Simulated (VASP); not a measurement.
Output of a VASP run:

OUTCAR:
```
 ion  position               nearest neighbor table
   1  0.000  0.000  0.000-   2 2.07   2 2.07   2 2.07   2 2.07
   2  0.250  0.250  0.250-   1 2.07   1 2.07   1 2.07   1 2.07
  LATTYP: Found a face centered cubic cell.
 ALAT       =     4.7770000000
 Subroutine PRICEL returns:
 Original cell was already a primitive cell.
 Subroutine GETGRP returns: Found 24 space group operations
The static configuration has the point symmetry T_d .
The dynamic configuration has the point symmetry T_d .
 Subroutine INISYM returns: Found 24 space group operations
 Subroutine IBZKPT returns following result:
 Found     35 irreducible k-points:

 Following reciprocal coordinates:
            Coordinates               Weight
  0.000000  0.000000  0.000000      1.000000
  0.111111  0.000000  0.000000      8.000000
  0.222222  0.000000  0.000000      8.000000
  0.333333  0.000000  0.000000      8.000000
  0.444444  0.000000  0.000000      8.000000
  0.111111  0.111111  0.000000      6.000000
  0.222222  0.111111  0.000000     24.000000
  0.333333  0.111111  0.000000     24.000000
  0.444444  0.111111  0.000000     24.000000
 -0.444444  0.111111  0.000000     24.000000
 -0.333333  0.111111  0.000000     24.000000
 -0.222222  0.111111  0.000000     24.000000
 -0.111111  0.111111  0.000000     12.000000
  0.222222  0.222222  0.000000      6.000000
  0.333333  0.222222  0.000000     24.000000
  0.444444  0.222222  0.000000     24.000000
 -0.444444  0.222222  0.000000     24.000000
 -0.333333  0.222222  0.000000     24.000000
 -0.222222  0.222222  0.000000     12.000000
  0.333333  0.333333  0.000000      6.000000
  0.444444  0.333333  0.000000     24.000000
 -0.444444  0.333333  0.000000     24.000000
 -0.333333  0.333333  0.000000     12.000000
  0.444444  0.444444  0.000000      6.000000
 -0.444444  0.444444  0.000000     12.000000
  0.333333  0.222222  0.111111     24.000000
  0.444444  0.222222  0.111111     48.000000
 -0.444444  0.222222  0.111111     48.000000
  0.444444  0.333333  0.111111     24.000000
 -0.444444  0.333333  0.111111     48.000000
 -0.333333  0.333333  0.111111     48.000000
 -0.222222  0.333333  0.111111     24.000000
 -0.444444  0.444444  0.111111     24.000000
 -0.333333  0.444444  0.111111     24.000000
 -0.333333  0.444444  0.222222     24.000000
   k-points           NKPTS =     35   k-points in BZ     NKDIM =     35   number of bands    NBANDS=      8
   number of dos      NEDOS =    301   number of ions     NIONS =      2
   total plane-waves  NPLWV =  21952
   dimension x,y,z NGX =    28 NGY =   28 NGZ =   28
   dimension x,y,z NGXF=    56 NGYF=   56 NGZF=   56
   ions per type =               1   1
   PREC   = accura    normal or accurate (medium, high low for compatibility)
   ISTART =      0    job   : 0-new  1-cont  2-samecut
   ICHARG =      2    charge: 1-file 2-atom 10-const
   ISPIN  =      1    spin polarized calculation?
   LNONCOLLINEAR =      F non collinear calculations
   LSORBIT =      F    spin-orbit coupling
   INIWAV =      1    electr: 0-lowe 1-rand  2-diag
   ENCUT  =  520.0 eV  38.22 Ry    6.18 a.u.   6.28  6.28  6.28*2*pi/ulx,y,z
   NELM   =    100;   NELMIN=  2; NELMDL= -5     # of ELM steps
   EDIFF  = 0.1E-05   stopping-criterion for ELM
   LREAL  =      F    real-space projection
   NLSPLINE    = F    spline interpolate recip. space projectors
   LMAXMIX     =    4 max onsite mixed and CHGCAR
   VOSKOWN=      0    Vosko Wilk Nusair interpolation
   EDIFFG = -.1E-01   stopping-criterion for IOM
   NSW    =     60    number of steps for IOM
   NBLOCK =      1;   KBLOCK =     60    inner block; outer block
   IBRION =      2    ionic relax: 0-MD 1-quasi-New 2-CG
   NFREE  =      1    steps in history (QN), initial steepest desc. (CG)
   ISIF   =      3    stress and relaxation
   ISYM   =      2    0-nonsym 1-usesym 2-fastsym
   TEIN   =    0.0    initial temperature
   TEBEG  =    0.0;   TEEND  =   0.0 temperature during run
...
```

### OSZICAR
```
       N       E                     dE             d eps       ncg     rms          rms(c)
DAV:   1    -0.281794604067E+01   -0.28179E+01   -0.40979E+03   560   0.910E+02
DAV:   2    -0.291395024565E+02   -0.26322E+02   -0.25883E+02   864   0.110E+02
DAV:   3    -0.294686407465E+02   -0.32914E+00   -0.32914E+00   640   0.174E+01
DAV:   4    -0.294690293453E+02   -0.38860E-03   -0.38860E-03   856   0.658E-01
DAV:   5    -0.294690294371E+02   -0.91781E-07   -0.91781E-07   632   0.835E-03    0.444E+00
DAV:   6    -0.279774306558E+02    0.14916E+01   -0.12354E+00   744   0.860E+00    0.258E+00
DAV:   7    -0.275229229163E+02    0.45451E+00   -0.39436E-01   664   0.678E+00    0.881E-01
DAV:   8    -0.278151336072E+02   -0.29221E+00   -0.20936E-01   560   0.617E+00    0.295E-01
DAV:   9    -0.278574184928E+02   -0.42285E-01   -0.18251E-01   576   0.655E+00    0.116E-01
DAV:  10    -0.278619687483E+02   -0.45503E-02   -0.19638E-02   656   0.242E+00    0.885E-02
DAV:  11    -0.278693066194E+02   -0.73379E-02   -0.13329E-02   560   0.161E+00    0.892E-02
DAV:  12    -0.278658144189E+02    0.34922E-02   -0.18027E-02   560   0.186E+00    0.269E-02
DAV:  13    -0.278652366230E+02    0.57780E-03   -0.14423E-03   608   0.520E-01    0.107E-02
DAV:  14    -0.278653834228E+02   -0.14680E-03   -0.38435E-04   576   0.316E-01    0.100E-02
DAV:  15    -0.278653837778E+02   -0.35496E-06   -0.19984E-05   728   0.685E-02    0.130E-02
DAV:  16    -0.278653254366E+02    0.58341E-04   -0.19896E-04   560   0.221E-01    0.340E-03
DAV:  17    -0.278653311916E+02   -0.57550E-05   -0.29006E-05   592   0.933E-02    0.254E-03
DAV:  18    -0.278653327270E+02   -0.15354E-05   -0.71751E-07   600   0.134E-02    0.143E-03
DAV:  19    -0.278653326478E+02    0.79198E-07   -0.10280E-06   368   0.156E-02
   1 F= -.27865333E+02 E0= -.27865333E+02  d E =-.278653E+02
       N       E                     dE             d eps       ncg     rms          rms(c)
DAV:   1    -0.278653715035E+02   -0.38776E-04   -0.11649E-03   712   0.291E-01    0.324E-02
DAV:   2    -0.278653406742E+02    0.30829E-04   -0.18541E-04   560   0.192E-01    0.174E-02
DAV:   3    -0.278653481812E+02   -0.75070E-05   -0.90191E-05   576   0.138E-01    0.565E-03
DAV:   4    -0.278653376247E+02    0.10557E-04   -0.10587E-04   616   0.151E-01    0.394E-03
DAV:   5    -0.278653364725E+02    0.11521E-05   -0.59316E-05   600   0.107E-01    0.332E-03
DAV:   6    -0.278653299679E+02    0.65046E-05   -0.80499E-06   584   0.384E-02    0.128E-03
DAV:   7    -0.278653306780E+02   -0.71006E-06   -0.11945E-06   432   0.144E-02
   2 F= -.27865331E+02 E0= -.27865331E+02  d E =0.196977E-05
       N       E                     dE             d eps       ncg     rms          rms(c)
DAV:   1    -0.278653483636E+02   -0.18396E-04   -0.37000E-04   712   0.166E-01    0.182E-02
DAV:   2    -0.278653464330E+02    0.19306E-05   -0.57633E-05   560   0.107E-01    0.973E-03
DAV:   3    -0.278653476363E+02   -0.12033E-05   -0.29071E-05   576   0.787E-02    0.318E-03
DAV:   4    -0.278653517325E+02   -0.40962E-05   -0.36489E-05   616   0.892E-02    0.223E-03
DAV:   5    -0.278653442128E+02    0.75197E-05   -0.20668E-05   600   0.637E-02    0.186E-03
DAV:   6    -0.278653443097E+02   -0.96920E-07   -0.24183E-06   560   0.211E-02
   3 F= -.27865344E+02 E0= -.27865344E+02  d E =-.116619E-04
```

OUTCAR:
```
------------------------ aborting loop because EDIFF is reached ----------------------------------------
  FORCE on cell =-STRESS in cart. coord.  units (eV):
  Direction    XX          YY          ZZ          XY          YZ          ZX
  --------------------------------------------------------------------------------------
  Total        0.0065509      0.0065509      0.0065509      0.0000000      0.0000000      0.0000000
  in kB        0.3847826      0.3847826      0.3847826      0.0000000      0.0000000      0.0000000
  external PRESSURE =       0.3847826 kB  Pullay stress =       0.0000000 kB
  volume of cell :       27.28
      direct lattice vectors                 reciprocal lattice vectors
     0.000000000  2.389214779  2.389214779    -0.209273777  0.209273777  0.209273777
     2.389214779 -0.000000000  2.389214779     0.209273777 -0.209273777  0.209273777
     2.389214779  2.389214779 -0.000000000     0.209273777  0.209273777 -0.209273777
  FREE ENERGIE OF THE ION-ELECTRON SYSTEM (eV)
  ---------------------------------------------------
  free  energy   TOTEN  =       -27.8653443097 eV

  energy  without entropy=      -27.8653443097  energy(sigma->0) =      -27.86534431

 reached required accuracy - stopping structural energy minimisation
```
(Selected blocks of OUTCAR.)

POSCAR:
```
BAs
1
    0.0000000000     2.3885000000     2.3885000000
    2.3885000000     0.0000000000     2.3885000000
    2.3885000000     2.3885000000     0.0000000000
B As
1 1
Direct
  0.0000000000   0.0000000000   0.0000000000
  0.2500000000   0.2500000000   0.2500000000
```

Q: Write an INCAR and KPOINTS that could have produced this output.

A: One answer among several that fit: the input of the run itself, SCAN meta-GGA, plane waves, VASP's PBE PAW potentials (set 64).

INCAR:
```
SYSTEM = BAs
PREC = Accurate
ENCUT = 520
EDIFF = 1E-6
NELM = 100
ALGO = Normal
LREAL = .FALSE.
LASPH = .TRUE.
ISMEAR = 0
SIGMA = 0.05
METAGGA = SCAN
LMIXTAU = .TRUE.
LMAXMIX = 4
LWAVE = .FALSE.
LCHARG = .FALSE.
IBRION = 2
ISIF = 3
NSW = 60
EDIFFG = -0.01
```

KPOINTS:
```
Automatic mesh
0
Gamma
9 9 9
0 0 0
```

POTCAR, in this order: B As (PBE.64 set). Program: vasp_std.

The structure comes from a measured BAs entry (F-43m) of the Crystallography Open Database, whose conditions weren't checked. This run relaxes it. Symmetry was kept, so distortions that lower it aren't found.
